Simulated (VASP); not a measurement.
An input for Quantum ESPRESSO's pw.x (written as the equivalent of a VASP run, and not itself run):

```
&CONTROL
  calculation = 'scf'
  pseudo_dir = './pseudo'
  outdir = './out'
  tprnfor = .true.
  tstress = .true.
/
&SYSTEM
  ibrav = 0
  nat = 2
  ntyp = 2
  ecutwfc = 84
  occupations = 'smearing'
  smearing = 'gaussian'
  degauss = 0.003675
  input_dft = 'vdw-df2'
/
&ELECTRONS
  conv_thr = 7.3e-09
  electron_maxstep = 100
/
ATOMIC_SPECIES
  Mg 24.305 Mg.upf
  O 15.999 O.upf
CELL_PARAMETERS angstrom
     0.0000000    2.1158058    2.1158058
     2.1158058    0.0000000    2.1158058
     2.1158058    2.1158058    0.0000000
ATOMIC_POSITIONS crystal
  Mg   0.0000000  0.0000000  0.0000000
  O    0.5000000  0.5000000  0.5000000
K_POINTS automatic
  11 11 11 0 0 0
```

**Question.** Translate this input to VASP (INCAR, KPOINTS, POSCAR, choice of POTCAR).

**Answer.** One answer among several that fit: 
KPOINTS:
```
kpoints
0
Gamma
 11 11 11
0 0 0
```

**INCAR**
```
LASPH=.TRUE.   ! aspherical one-centre terms
LCHARG=.FALSE.
ZAB_VDW=-1.8867
NELM=100
PREC=Accurate
ISIF=2   ! forces and stress, cell fixed
SYSTEM=MgO
ISMEAR=0   ! Gaussian
EDIFF=1E-7   ! SCF stop (eV)
LWAVE=.FALSE.
SIGMA=0.05   ! width (eV)
LUSE_VDW=.TRUE.
ALGO=Normal   ! blocked Davidson
AGGAC=0.0
ENCUT=520
LREAL=.FALSE.   ! projection in real space or not
GGA=ML
```

**POSCAR**
```
MgO
1
    0.0000000000     2.1158057978     2.1158057978
    2.1158057978     0.0000000000     2.1158057978
    2.1158057978     2.1158057978     0.0000000000
Mg O
1 1
Direct
  0.0000000000   0.0000000000   0.0000000000
  0.5000000000   0.5000000000   0.5000000000
```

POTCAR, in this order: Mg O (PBE.64 set). Program: vasp_std.

The two are equivalent in intent, not identical: the potentials are each code's own (VASP's PAW set, PseudoDojo norm-conserving files in pw.x), so ENCUT and ecutwfc are chosen apart and not converted; conv_thr bounds pw.x's estimated SCF error, while EDIFF bounds the energy change between steps.

The compound is MgO in the rock salt structure. This cell is one point of a volume scan, at 0.97 of the reference volume.
